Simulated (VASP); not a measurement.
An input for Ansatz (written as the equivalent of a VASP run, and not itself run):

Ansatz 0.2 input:
```yaml
crystal:
  lattice:
    - [4.3533650, -4.2241850, 0.0000000]
    - [4.3533650, 4.2241850, 0.0000000]
    - [-0.3242650, 0.0000000, 6.1194950]
  atoms:
    - { symbol: Cs, position: [0.9109700, 0.9092650, 0.5899940] }
    - { symbol: Ge, position: [0.3713490, 0.3719520, 0.1335870] }
    - { symbol: I, position: [0.4124800, 0.4136100, 0.5786960] }
    - { symbol: I, position: [0.9192890, 0.4050850, 0.0937260] }
    - { symbol: I, position: [0.4099130, 0.9240890, 0.0919960] }
kpoints:
  mp_grid: { grid: [2, 2, 2] }
hamiltonian:
  xc: lda
  pseudopotentials: { kind: paw }
scf:
  occupations: { method: gaussian, width: 0.01 }
  max_iter: 100
output: { forces: true, stress: true, eigenvalues: true }
```

### Question
Write the VASP files for the same calculation (LDA).

### Answer
Several could match; the one computed here: 
### INCAR
```
NELM=100   ! most electronic steps
ISMEAR=0   ! Gaussian
LWAVE=.FALSE.
LREAL=.FALSE.   ! projection in real space or not
SIGMA=0.01
LASPH=.TRUE.   ! aspherical one-centre terms
PREC=Accurate
LMAXMIX=4   ! l cut-off of mixed one-centre charges
LCHARG=.FALSE.
SYSTEM=CsGeI3
ENCUT=300
ALGO=Normal
ISIF=2
EDIFF=1E-6
```

KPOINTS:
```
K-points
0
Gamma
2 2 2
0 0 0
```

**POSCAR**
```
CsGeI3
1
    4.3533650000    -4.2241850000     0.0000000000
    4.3533650000     4.2241850000     0.0000000000
   -0.3242650000     0.0000000000     6.1194950000
Cs Ge I
1 1 3
Direct
  0.9109700000   0.9092650000   0.5899940000
  0.3713490000   0.3719520000   0.1335870000
  0.4124800000   0.4136100000   0.5786960000
  0.9192890000   0.4050850000   0.0937260000
  0.4099130000   0.9240890000   0.0919960000
```

POTCAR, in this order: Cs_sv Ge_d I (LDA.64 set). Program: vasp_std.

What does not carry over: each code has its own PAW files, so the cut-off isn't converted (ENCUT is set for VASP's; basis.ecutwfc is left out, and Ansatz then takes the one that its files recommend); Ansatz stops its SCF on the density residual and VASP on the energy change (EDIFF); Ansatz's lda is the Perdew-Wang form, while the LDA potentials of VASP carry Perdew-Zunger's.

The structure comes from a computed database's CsGeI3 entry; how it stands against other phases isn't given here. The cell was not relaxed at this level, atoms are displaced from their ideal sites. The k-mesh is coarse (spacing up to 0.52 per Å, 2π included), so the numbers may not be converged in it. The run is one of a series of settings (GGA removed, POTCAR Cs_sv Ge_d I (LDA.64 set) against the base run), some of them coarse on purpose.
